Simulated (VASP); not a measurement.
Method: AM05 GGA, VASP's PBE PAW potentials (set 64) (plane waves; VASP).

VASP input:

### KPOINTS
```
Automatic mesh
0
gamma
 8 8 5
```

**POSCAR**
```
AlN
1
    1.5567731008    -2.6964101006     0.0000000000
    1.5567731008     2.6964101006     0.0000000000
    0.0000000000     0.0000000000     4.9828003199
Al N
2 2
Direct
  0.6666670000   0.3333330000   0.5000110523
  0.3333330000   0.6666670000   0.0000110523
  0.6666670000   0.3333330000   0.8819889477
  0.3333330000   0.6666670000   0.3819889477
```

**INCAR**
```
SYSTEM = AlN
PREC = Accurate
ENCUT = 520
EDIFF = 1E-7
NELM = 100
ALGO = Normal
LREAL = .FALSE.
LASPH = .TRUE.
ISMEAR = 0
SIGMA = 0.05
GGA = AM
LWAVE = .FALSE.
LCHARG = .FALSE.
ISIF = 4
IBRION = 2
NSW = 30
EDIFFG = -0.01
```

POTCAR, in this order: Al N (PBE.64 set). Program: vasp_std.

Output

File OSZICAR:
```
       N       E                     dE             d eps       ncg     rms          rms(c)
DAV:   1     0.509012966630E+02    0.50901E+02   -0.76366E+03   720   0.120E+03
DAV:   2    -0.309396307667E+02   -0.81841E+02   -0.75867E+02  1044   0.223E+02
DAV:   3    -0.348346723984E+02   -0.38950E+01   -0.38814E+01   944   0.528E+01
DAV:   4    -0.348656414808E+02   -0.30969E-01   -0.30963E-01   808   0.545E+00
DAV:   5    -0.348660811724E+02   -0.43969E-03   -0.43968E-03   916   0.667E-01    0.116E+01
DAV:   6    -0.306010807264E+02    0.42650E+01   -0.14935E+01   868   0.294E+01    0.438E+00
DAV:   7    -0.305853420769E+02    0.15739E-01   -0.54886E-01   776   0.590E+00    0.291E+00
DAV:   8    -0.305676211374E+02    0.17721E-01   -0.72576E-02   816   0.289E+00    0.486E-01
DAV:   9    -0.305635254828E+02    0.40957E-02   -0.17188E-02   928   0.981E-01    0.246E-01
DAV:  10    -0.305641055343E+02   -0.58005E-03   -0.20122E-03   796   0.348E-01    0.139E-01
DAV:  11    -0.305640394330E+02    0.66101E-04   -0.17926E-04   868   0.106E-01    0.353E-02
DAV:  12    -0.305640421712E+02   -0.27382E-05   -0.91073E-06   756   0.314E-02    0.832E-03
DAV:  13    -0.305640417622E+02    0.40894E-06   -0.60726E-06   872   0.180E-02    0.637E-03
DAV:  14    -0.305640416858E+02    0.76419E-07   -0.47436E-07   796   0.608E-03
   1 F= -.30564042E+02 E0= -.30564042E+02  d E =-.305640E+02
```

### OUTCAR
```
------------------------ aborting loop because EDIFF is reached ----------------------------------------
  FORCE on cell =-STRESS in cart. coord.  units (eV):
  Direction    XX          YY          ZZ          XY          YZ          ZX
  --------------------------------------------------------------------------------------
  Total        0.0075839      0.0075839     -0.0110487      0.0000000      0.0000000      0.0000000
  in kB        0.2904608      0.2904608     -0.4231616      0.0000000      0.0000000      0.0000000
  external PRESSURE =       0.0525866 kB  Pullay stress =       0.0000000 kB
  volume of cell :       41.83
      direct lattice vectors                 reciprocal lattice vectors
     1.556773101 -2.696410101  0.000000000     0.321177184 -0.185431734  0.000000000
     1.556773101  2.696410101  0.000000000     0.321177184  0.185431734  0.000000000
     0.000000000  0.000000000  4.982800320     0.000000000  0.000000000  0.200690362
  FREE ENERGIE OF THE ION-ELECTRON SYSTEM (eV)
  ---------------------------------------------------
  free  energy   TOTEN  =       -30.5640416858 eV

  energy  without entropy=      -30.5640416858  energy(sigma->0) =      -30.56404169

 reached required accuracy - stopping structural energy minimisation
```
(Selected blocks of OUTCAR.)

### OUTCAR
```
 val. band max:        6.0986314041   @ k =   0.0000   0.0000   0.0000

 cond. band min:      10.2800277098   @ k =   0.0000   0.0000   0.0000


 Fermi energy:         6.3641382018

 k-point     1 :       0.0000    0.0000    0.0000
  band No.  band energies     occupation
      1      -9.0278      2.00000
      2      -6.8423      2.00000
      3       0.0597      2.00000
      4       5.2195      2.00000
      5       5.2195      2.00000
      6       5.8738      2.00000
      7       5.8738      2.00000
      8       6.0986      2.00000
      9      10.2800      0.00000
     10      12.6979      0.00000
     11      16.6167      0.00000
     12      17.1439      0.00000

 k-point     2 :       0.1250   -0.0000    0.0000
  band No.  band energies     occupation
      1      -8.8283      2.00000
      2      -6.7309      2.00000
      3       0.2964      2.00000
      4       4.3462      2.00000
      5       4.9749      2.00000
      6       5.0521      2.00000
      7       5.8366      2.00000
      8       6.0063      2.00000
      9      11.1036      0.00000
     10      13.4264      0.00000
     11      15.7764      0.00000
     12      16.0693      0.00000

 k-point     3 :       0.2500   -0.0000    0.0000
  band No.  band energies     occupation
      1      -8.2709      2.00000
      2      -6.4678      2.00000
      3       0.9773      2.00000
      4       2.6162      2.00000
      5       3.6235      2.00000
      6       4.5078      2.00000
      7       5.6550      2.00000
      8       5.6722      2.00000
      9      12.2268      0.00000
     10      13.6029      0.00000
     11      14.0910      0.00000
     12      16.0493      0.00000

 k-point     4 :       0.3750   -0.0000    0.0000
  band No.  band energies     occupation
      1      -7.5143      2.00000
      2      -6.2791      2.00000
      3       1.1648      2.00000
      4       1.9755      2.00000
      5       2.4142      2.00000
      6       4.1275      2.00000
...
```

The compound is AlN in the wurtzite structure. It was relaxed first.
